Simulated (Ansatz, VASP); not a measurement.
# AlGa2As3 in two plane-wave programs, part 2 of 2

Wanted: the spread between two codes on one cell, functional and k mesh. The cell is generated by rule, not measured, and may not be a known phase. The cell is taken from a series of runs on this material, whose earlier steps may have relaxed, scaled, displaced or heated it; both programs get it as it stands.

VASP 6.6.1 and Ansatz 0.2.0.

So far: The starting structure; Ansatz: relaxation of cell and atoms, LDA; VASP: relaxation of cell and atoms, LDA.

### 3. VASP: relaxation of cell and atoms, LDA (continued)

Level of this step: LDA; plane waves and PAW (Al, As, Ga_d); invented cell (VASP).

Numbers of over 12 decimals in the logs are rounded to 6 here.

OUTCAR, selected parts (step 3):

```text
ion  position               nearest neighbor table
   1  0.000  0.000  0.000-   2 2.43   4 2.43   4 2.43   2 2.43
   2  0.416  0.084  0.167-   5 2.43   5 2.43   1 2.43   1 2.43
   3  0.750  0.750  0.500-   5 2.43   6 2.43   5 2.43   6 2.43
   4  0.084  0.416  0.833-   6 2.43   6 2.43   1 2.43   1 2.43
   5  0.333  0.667  0.334-   3 2.43   3 2.43   2 2.43   2 2.43
   6  0.667  0.333  0.666-   3 2.43   3 2.43   4 2.43   4 2.43

  LATTYP: Found a body centered tetragonal cell.
 ALAT       =     3.9735087751
 C/A-ratio  =     4.2264630457

 Subroutine GETGRP returns: Found  8 space group operations
 (whereof  8 operations were pure point group operations)

The static configuration has the point symmetry D_2d.

 Found     59 irreducible k-points:

   k-points           NKPTS =     59   k-points in BZ     NKDIM =     59   number of bands    NBANDS=     28

   dimension x,y,z NGX =    30 NGY =   30 NGZ =   70
   dimension x,y,z NGXF=    60 NGYF=   60 NGZF=  140

   ENCUT  =  500.0 eV  36.75 Ry    6.06 a.u.   7.24  7.24 16.14*2*pi/ulx,y,z

   NELECT =      44.0000    total number of electrons

 k-points in reciprocal lattice and weights: Automatic mesh
   0.00000000  0.00000000  0.00000000       0.002
   0.12500000  0.00000000  0.00000000       0.016
   0.25000000  0.00000000  0.00000000       0.016
   0.37500000  0.00000000  0.00000000       0.016
   0.50000000  0.00000000  0.00000000       0.008
   0.12500000  0.12500000  0.00000000       0.008
   0.25000000  0.12500000  0.00000000       0.031
   0.37500000  0.12500000  0.00000000       0.031
   0.50000000  0.12500000  0.00000000       0.031
[...]
-0.12500000  0.12500000  0.37500000       0.008
   0.00000000  0.00000000  0.50000000       0.002

 average (electrostatic) potential at core
       1 -74.4215       2 -53.3006       3 -53.4841       4 -53.3006       5 -67.2508
       6 -67.2508

 E-fermi :   4.4266

 k-point     1 :       0.0000    0.0000    0.0000
  band No.  band energies     occupation
    ...
     18       1.8960      2.00000
     19       1.8960      2.00000
     20       3.9579      2.00000
     21       3.9765      2.00000
     22       3.9765      2.00000
     23       4.8767      0.00000
     24       5.4536      0.00000
     25       5.7897      0.00000
     26       6.6133      0.00000
     27       6.7038      0.00000
    ...

 k-point     2 :       0.1250    0.0000    0.0000
  band No.  band energies     occupation
    ...
     18       1.8114      2.00000
     19       2.0485      2.00000
     20       2.6058      2.00000
     21       3.6285      2.00000
     22       3.9036      2.00000
     23       5.7350      0.00000
     24       5.9252      0.00000
     25       6.2780      0.00000
     26       7.1131      0.00000
     27       7.3980      0.00000
    ...

 k-point     3 :       0.2500    0.0000    0.0000
  band No.  band energies     occupation
    ...
     18       1.7975      2.00000
     19       2.0160      2.00000
     20       2.3838      2.00000
     21       2.8365      2.00000
     22       3.6820      2.00000
     23       6.1050      0.00000
     24       6.2950      0.00000
     25       6.6863      0.00000
     26       8.2726      0.00000
     27       8.3422      0.00000
    ...

  Total       -0.0101958     -0.0101958     -0.0124147      0.0000000      0.0000000      0.0000000
  in kB       -0.1227106     -0.1227106     -0.1494158      0.0000000      0.0000000      0.0000000
  external PRESSURE =      -0.1316124 kB  Pullay stress =       0.0000000 kB

  energy-cutoff  :      500.00
  volume of cell :      133.12
      direct lattice vectors                 reciprocal lattice vectors
     2.811203911  2.811203911 -0.000000000     0.177859741  0.177859741 -0.059365632
    -2.811203911  2.811203911  0.000000000    -0.177859741  0.177859741  0.059365632
     2.811203911  0.000000000  8.422381462     0.000000000 -0.000000000  0.118731264

 POSITION                                       TOTAL-FORCE (eV/Angst)
 -----------------------------------------------------------------------------------
      0.00000      0.00000      0.00000        -0.000000     -0.000000      0.000000
      1.40560      1.40560      1.40798        -0.000000     -0.000000      0.001710
      1.40560      4.21681      4.21119         0.000000     -0.000000      0.000000
      1.40560      1.40560      7.01440         0.000000     -0.000000     -0.001710
     -0.00000      2.81120      2.81237         0.000000      0.000000      0.000326
      2.81120      2.81120      5.61001        -0.000000     -0.000000     -0.000326
 -----------------------------------------------------------------------------------
    total drift:                               -0.000000     -0.000001      0.000000

  FREE ENERGIE OF THE ION-ELECTRON SYSTEM (eV)
  ---------------------------------------------------
  free  energy   TOTEN  =       -29.7603642256 eV

  energy  without entropy=      -29.7603642256  energy(sigma->0) =      -29.76036423

 reached required accuracy - stopping structural energy minimisation

 total charge
# of ion       s       p       d       tot
------------------------------------------
    1        0.415   0.385   0.000   0.800
    2        1.209   1.655   0.029   2.894
    3        1.216   1.610   0.033   2.859
    4        1.209   1.655   0.029   2.894
    5        0.893   0.822   9.998  11.712
    6        0.893   0.822   9.998  11.712
--------------------------------------------------
tot          5.834   6.951  20.085  32.870

[... 3 further parts left out ...]
```

CONTCAR:

```
AlGa2As3
   1.00000000000000
     2.8112039108296543    2.8112039108296543   -0.0000000000000000
    -2.8112039108296543    2.8112039108296543    0.0000000000000000
     2.8112039108296543    0.0000000000000000    8.4223814619262765
  Al              As              Ga
     1     3     2
Direct
     0.0000000000000000    0.0000000000000000    0.0000000000000000
     0.4164141684988293    0.0835858314011760    0.1671716629023467
     0.7500000000000000    0.7500000000000000    0.5000000000000000
     0.0835858315011707    0.4164141685988240    0.8328283370976532
     0.3330417012120456    0.6669582987879544    0.3339165975759018
     0.6669582987879544    0.3330417012120456    0.6660834024240984
```

The run keeps the 8 symmetry operations of its start, so it cannot find a distortion of lower symmetry.

### 4. Differences

Known differences besides the potentials themselves: fixed occupations in Ansatz, narrow Gaussian smearing in VASP; the data sets hold 74 valence electrons in Ansatz (on its default PAW (the set named soft_2) files) and 44 in VASP; the cutoff is 420 eV in Ansatz and 500 eV in VASP; VASP's log shows a relativistic correction to its local exchange, Ansatz's none; Ansatz adds a Pulay correction to the stress that steers its cell, VASP none. Total energies have different zeros and are not compared.

Both answers:

| quantity | Ansatz | VASP | difference |
| --- | --- | --- | --- |
| volume (Å³) | 132.60 | 133.12 | -0.39 % |
| edge a after relaxation, in the typed setting (Å) | 3.970 | 3.976 | -0.13 % |
| edge c after relaxation, in the typed setting (Å) | 8.867 | 8.879 | -0.14 % |

### 5. Summary of results

```yaml
difference_in_volume_relaxation_of_cell_and_atoms_lda: -0.39 %
```

What this shows: The difference in volume is -0.39 % (relaxation of cell and atoms, LDA), within the 1.2 % picked in this series as the mark of a large difference, as far as the stopping tolerances let one tell. The data sets hold unlike numbers of valence electrons (74 in Ansatz and 44 in VASP), so part of the differences comes from the potentials. 1 further run of this series is not shown here. How closely two codes agree says nothing of how well the functional describes the real material.

[Lines on the potential files, build, host, timing and source positions are cut from VASP's logs without a mark.]

[Logs are printed without paths, hosts, clocks, repeated set-up lines and the standing remarks that a program may print on its own settings, such as how far it seeks lower states.]

[Hosts, paths, dates, database ids (printed as entryN), source tags and the programs' standing remarks are cut or masked in the printed files.]
